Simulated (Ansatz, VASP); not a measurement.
**One calculation of MnHg, two programs**

```
CELL_PARAMETERS angstrom
3.28800 0.00000 0.00000
0.00000 3.28800 0.00000
0.00000 0.00000 3.31300
ATOMIC_POSITIONS crystal
Hg 0.00000 0.00000 0.00000
Mn 0.50000 0.50000 0.50000
```

Alike in both runs: task single point; functional LDA; k mesh 8 × 8 × 8; occupations gaussian, width 0.1 eV; collinear spin, ferromagnetic start.

|  | VASP | Ansatz |
| --- | --- | --- |
| version | VASP 6.6.1 | Ansatz 0.2.0 |
| potentials or method | VASP PAW LDA potentials, release 64 (Hg_sv_GW, Mn_GW) | Ansatz PAW |
| plane-wave cutoff (eV) | 550 | 420 |
| valence electrons in the cell | 27 | 35 |

VASP gave:

```
gap on the k mesh at the Fermi level (eV)                     : none
pressure (GPa)                                                : -9.6
largest component of the traceless stress (GPa)               : 0.09
net moment per atom (μB)                                      : 1.84
size of the moment on the site where the two differ most (μB) : 3.60
```

Problem. What did Ansatz give for the same quantities?

Solution. gap on the k mesh at the Fermi level (eV): none; pressure (GPa): -8.8; largest component of the traceless stress (GPa): 0.03; net moment per atom (μB): 1.87; size of the moment on the site where the two differ most (μB): 3.70.

Site moments also hang on the region over which each program counts them. A gap of «none» marks a metal or a gap that the smearing closes. The two sets of potentials don't hold the same shells in valence.

Caveats: the PAW data sets come from PBE, with cores solved anew for the run's functional, which leaves a small shift of forces and pressure (Ansatz). The runs have no spin-orbit coupling, so splittings on Hg are missing.
